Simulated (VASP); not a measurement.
Given:

```
CELL_PARAMETERS angstrom
      0.00000     2.13208     2.13208
      2.13208     0.00000     2.13208
      2.13208     2.13208     0.00000
ATOMIC_POSITIONS crystal
  Ti 0.00000 0.00000 0.00000
  C  0.50000 0.50000 0.50000
```

Method: LDA (Ceperley-Alder, Perdew-Zunger), VASP's LDA PAW potentials (set 64) (plane waves; VASP). Run with 520 eV cut-off, 13×13×13 Γ-centred mesh, first-order Methfessel-Paxton smearing of 0.10 eV, potentials Ti_sv C.

Predict the energy per atom (σ→0), band gap (on the k-mesh) with the smallest direct gap where there is one.

band gap (on the k-mesh): none (metal, semimetal or under 0.01 eV)
energy per atom (σ→0): -10.269 eV/atom

The absolute energy has meaning only against runs of the same code, potentials and settings.

The compound is TiC in the rock salt structure. It was relaxed first. The start is the result of an earlier pass.
